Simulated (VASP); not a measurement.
A convergence study with VASP on MgSe (rock salt): one setting is varied, all else stays as given below, so the limit is that of these other settings.

```xyz
2
Lattice="0.0000 2.7300 2.7300 2.7300 0.0000 2.7300 2.7300 2.7300 0.0000" Properties=species:S:1:pos:R:3 pbc="T T T"
Mg     0.0000     0.0000     0.0000
Se     2.7300     2.7300     2.7300
```

The numbers are results of PBE GGA, VASP's PBE PAW potentials (set 64) (plane waves; VASP), not measurements. The tightest run used: 550 eV cut-off, 13×13×13 Monkhorst-Pack mesh, Gaussian smearing of 0.050 eV, potentials Mg Se.

Q: The settings run are 1×1×1 mesh; 2×2×2 mesh; 3×3×3 mesh; 4×4×4 mesh; 5×5×5 mesh; 6×6×6 mesh; 7×7×7 mesh; 8×8×8 mesh; 9×9×9 mesh; 10×10×10 mesh; 11×11×11 mesh; 12×12×12 mesh; 13×13×13 mesh. From which on does the stress (every component) stay within 0.5 GPa of the tightest run?

A: From 4×4×4 mesh on: it is off by 0.01 there and by no more than 0.5 in any finer run, while 3×3×3 mesh is off by 1.63.
```json
[
 {"setting": "1×1×1 mesh", "E (eV/atom)": "2.2111", "pressure (GPa)": "50.43", "irreducible k-points": "1", "difference judged (GPa)": "48.86"},
 {"setting": "2×2×2 mesh", "E (eV/atom)": "-3.7077", "pressure (GPa)": "1.98", "irreducible k-points": "2", "difference judged (GPa)": "0.41"},
 {"setting": "3×3×3 mesh", "E (eV/atom)": "-3.5924", "pressure (GPa)": "3.20", "irreducible k-points": "4", "difference judged (GPa)": "1.63"},
 {"setting": "4×4×4 mesh", "E (eV/atom)": "-3.7429", "pressure (GPa)": "1.57", "irreducible k-points": "10", "difference judged (GPa)": "0.01"},
 {"setting": "5×5×5 mesh", "E (eV/atom)": "-3.7338", "pressure (GPa)": "1.69", "irreducible k-points": "10", "difference judged (GPa)": "0.12"},
 {"setting": "6×6×6 mesh", "E (eV/atom)": "-3.7431", "pressure (GPa)": "1.57", "irreducible k-points": "28", "difference judged (GPa)": "0.00"},
 {"setting": "7×7×7 mesh", "E (eV/atom)": "-3.7423", "pressure (GPa)": "1.58", "irreducible k-points": "20", "difference judged (GPa)": "0.01"},
 {"setting": "8×8×8 mesh", "E (eV/atom)": "-3.7431", "pressure (GPa)": "1.57", "irreducible k-points": "60", "difference judged (GPa)": "0.00"},
 {"setting": "9×9×9 mesh", "E (eV/atom)": "-3.7430", "pressure (GPa)": "1.57", "irreducible k-points": "35", "difference judged (GPa)": "0.00"},
 {"setting": "10×10×10 mesh", "E (eV/atom)": "-3.7431", "pressure (GPa)": "1.57", "irreducible k-points": "110", "difference judged (GPa)": "0.00"},
 {"setting": "11×11×11 mesh", "E (eV/atom)": "-3.7431", "pressure (GPa)": "1.57", "irreducible k-points": "56", "difference judged (GPa)": "0.00"},
 {"setting": "12×12×12 mesh", "E (eV/atom)": "-3.7431", "pressure (GPa)": "1.57", "irreducible k-points": "182", "difference judged (GPa)": "0.00"},
 {"setting": "13×13×13 mesh", "E (eV/atom)": "-3.7431", "pressure (GPa)": "1.57", "irreducible k-points": "84", "difference judged (GPa)": "0.00"}
]
```

Left out are rungs that failed or repeat a setting and relaxations that didn't move; long series are thinned to 24 rows.

The compound is MgSe in the rock salt structure. The cell was not relaxed at this level.
